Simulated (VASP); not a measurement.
An input for Quantum ESPRESSO's pw.x (written as the equivalent of a VASP run, and not itself run):

```
&CONTROL
  calculation = 'vc-relax'
  pseudo_dir = './pseudo'
  outdir = './out'
  tprnfor = .true.
  tstress = .true.
  nstep = 50
  forc_conv_thr = 0.00039
/
&SYSTEM
  ibrav = 0
  nat = 4
  ntyp = 2
  ecutwfc = 98
  occupations = 'smearing'
  smearing = 'gaussian'
  degauss = 0.003675
  input_dft = 'pbe'
/
&ELECTRONS
  conv_thr = 7.3e-08
  electron_maxstep = 100
/
&IONS
/
&CELL
/
ATOMIC_SPECIES
  Si 28.085 Si.upf
  Ni 58.693 Ni.upf
CELL_PARAMETERS angstrom
     3.5278190    0.0000000    0.0000000
     0.0000000    3.5278190    0.0000000
     0.0000000    0.0000000    3.5278190
ATOMIC_POSITIONS crystal
  Si   0.0000000  0.0000000  0.0000000
  Ni   0.0000000  0.5000000  0.5000000
  Ni   0.5000000  0.0000000  0.5000000
  Ni   0.5000000  0.5000000  0.0000000
K_POINTS automatic
  8 8 8 0 0 0
```

Q: Translate this input to VASP (INCAR, KPOINTS, POSCAR, choice of POTCAR).

A: One answer among several that fit: 
File KPOINTS:
```
Automatic mesh
0
Gamma
8 8 8
0 0 0
```

### INCAR
```
GGA = PE   # PBE
LCHARG = .FALSE.
LREAL = .FALSE.   # projection in real space or not
LASPH = .TRUE.
ALGO = Normal
NSW = 50   # most ionic steps
ISMEAR = 0
LMAXMIX = 4   # l cut-off of mixed one-centre charges
LWAVE = .FALSE.
NELM = 100   # most electronic steps
SYSTEM = SiNi3
ENCUT = 300   # plane-wave cut-off (eV)
IBRION = 2
EDIFFG = -0.01
ISIF = 3   # ions, shape and volume
SIGMA = 0.05   # width (eV)
EDIFF = 1E-6
PREC = Accurate
```

**POSCAR**
```
SiNi3
1.0
  3.5278190000   0.0000000000   0.0000000000
  0.0000000000   3.5278190000   0.0000000000
  0.0000000000   0.0000000000   3.5278190000
Si Ni
1 3
Direct
  0.0000000000   0.0000000000   0.0000000000
  0.0000000000   0.5000000000   0.5000000000
  0.5000000000   0.0000000000   0.5000000000
  0.5000000000   0.5000000000   0.0000000000
```

POTCAR, in this order: Si Ni (PBE.64 set). Program: vasp_std.

Limits of the translation: the potentials are each code's own (VASP's PAW set, PseudoDojo norm-conserving files in pw.x), so ENCUT and ecutwfc are chosen apart and not converted; conv_thr bounds pw.x's estimated SCF error, while EDIFF bounds the energy change between steps; forc_conv_thr acts on force components and is met together with etot_conv_thr.

The structure comes from a computed database's SiNi3 entry; how it stands against other phases isn't given here. This run relaxes it. Symmetry was kept, so distortions that lower it aren't found. The run is one of a series of settings (EDIFFG = -0.01, IBRION = 2, ISIF = 3, NSW = 50 against the base run), some of them coarse on purpose.
